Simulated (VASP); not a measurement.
Data:

```yaml
crystal:
  lattice:
    - [0.00000, 2.80570, 2.80570]
    - [2.80570, 0.00000, 2.80570]
    - [2.80570, 2.80570, 0.00000]
  atoms:
    - { symbol: Ca, position: [0.00000, 0.00000, 0.00000] }
    - { symbol: S, position: [0.50000, 0.50000, 0.50000] }
```

Method: rev-vdW-DF2, VASP's PBE PAW potentials (set 64) (plane waves; VASP 6.6.1). Run with 520 eV cut-off, 8×8×8 Γ-centred mesh, Gaussian smearing of 0.050 eV, potentials Ca_sv S.

Q: The job: CaS (rock salt), 2 atoms, rev-vdW-DF2, static run, 520 eV, 8×8×8 Γ-centred mesh. Roughly how much core time does it take on a busy server core?

A: About 30 core-seconds (one run on a shared machine, a rough figure). It had 29 irreducible k-points, 12 bands, up to 1243 plane waves and 13 electronic steps.

The compound is CaS in the rock salt structure. This cell is one point of a volume scan, at 0.97 of the reference volume.
